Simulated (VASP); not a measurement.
Consider the following.

```yaml
crystal:
  lattice:
    - [0.00000, 3.32534, 3.32534]
    - [3.32534, 0.00000, 3.32534]
    - [3.32534, 3.32534, 0.00000]
  atoms:
    - { symbol: Mg, position: [0.25000, 0.25000, 0.25000] }
    - { symbol: Mg, position: [0.75000, 0.75000, 0.75000] }
    - { symbol: Sn, position: [0.00000, 0.00000, 0.00000] }
```

These are LDA (Ceperley-Alder, Perdew-Zunger), VASP's LDA PAW potentials (set 64) (plane waves; VASP 6.6.1) values and carry that method's errors. Settings: 520 eV cut-off, Gaussian smearing of 0.050 eV, potentials Mg Sn_d.

### Question
Give the energies of bands 7 to 12 at the high-symmetry points, in eV from the Fermi level.

### Answer

| band | Γ | X | U | L | W |
|---|---|---|---|---|---|
| 7 | 0.06 | -4.68 | -4.26 | -4.92 | -3.84 |
| 8 | 0.06 | -2.12 | -3.61 | -0.80 | -3.84 |
| 9 | 0.06 | -2.12 | -1.78 | -0.80 | -2.75 |
| 10 | 1.64 | -0.06 | 0.44 | 0.83 | 2.73 |
| 11 | 2.29 | 0.17 | 2.73 | 2.33 | 3.14 |
| 12 | 2.29 | 7.46 | 5.49 | 2.33 | 3.14 |

It has no gap at this level: it comes out as a metal or semimetal.

Measured: gap 0.36 eV (computed value off by -0.36 eV), as given by Byungki Ryu et al., Journal of the Korean Physical Society (2019), arXiv:1905.06140.

The compound is Mg2Sn in the antifluorite structure. It was relaxed first.
